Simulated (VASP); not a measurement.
Method: LDA (Ceperley-Alder, Perdew-Zunger), VASP's LDA PAW potentials (set 64) (plane waves; VASP 6.6.1).

VASP ran on this input.

INCAR:
```
SYSTEM = NiGe
PREC = Accurate
ENCUT = 300
EDIFF = 1E-6
NELM = 100
ALGO = Normal
LREAL = .FALSE.
LASPH = .TRUE.
ISMEAR = -1
SIGMA = 0.05
LMAXMIX = 4
LWAVE = .FALSE.
LCHARG = .FALSE.
ISIF = 2
```

### POSCAR
```
NiGe
1
    5.2971390000     0.0000000000     0.0000000000
    0.0000000000     3.4298690000     0.0000000000
    0.0000000000     0.0000000000     5.7355290000
Ni Ge
4 4
Direct
  0.5055400000   0.2500000000   0.6907300000
  0.4944600000   0.7500000000   0.3092700000
  0.9944600000   0.7500000000   0.1907300000
  0.0055400000   0.2500000000   0.8092700000
  0.6896600000   0.2500000000   0.0869800000
  0.3103400000   0.7500000000   0.9130200000
  0.8103400000   0.7500000000   0.5869800000
  0.1896600000   0.2500000000   0.4130200000
```

KPOINTS:
```
Automatic mesh
0
Gamma
4 5 3
0 0 0
```

POTCAR, in this order: Ni Ge_d (LDA.64 set). Program: vasp_std.

At this cut-off the stress carries a Pulay error, which pulls relaxed volumes low.

Problem. Predict the energy per atom (σ→0), pressure, largest force, band gap (on the k-mesh).

Solution. 
| Property | Value |
|---|---|
| energy per atom (σ→0) | -606.5 kJ/mol of atoms |
| band gap (on the k-mesh) | none (metal, semimetal or under 0.01 eV) |
| pressure | -4.60 GPa |
| largest force | 0.053 eV/Å |

OSZICAR:
```
...
DAV:   8    -0.504068272820E+02   -0.94978E-01   -0.35632E+00  2443   0.113E+01    0.347E+00
DAV:   9    -0.502990891836E+02    0.10774E+00   -0.61213E-01  2291   0.724E+00    0.455E-01
DAV:  10    -0.502989565889E+02    0.13259E-03   -0.41261E-02  2218   0.189E+00    0.278E-01
DAV:  11    -0.502983633527E+02    0.59324E-03   -0.25799E-03  2793   0.411E-01    0.118E-01
DAV:  12    -0.502983766662E+02   -0.13313E-04   -0.25179E-04  2335   0.120E-01    0.385E-02
DAV:  13    -0.502983643526E+02    0.12314E-04   -0.34642E-05  2773   0.584E-02    0.658E-03
DAV:  14    -0.502983647948E+02   -0.44228E-06   -0.91230E-06  1944   0.180E-02
   1 F= -.50298365E+02 E0= -.50288001E+02  d E =-.207275E-01
```

The structure comes from a computed database's NiGe entry; how it stands against other phases isn't given here. The cell was not relaxed at this level. The k-mesh is coarse (spacing up to 0.37 per Å, 2π included), so the numbers may not be converged in it. The run is one of a series of settings (GGA removed, POTCAR Ni Ge_d (LDA.64 set) against the base run), some of them coarse on purpose. The run is not spin-polarised, so no magnetic state was tried.
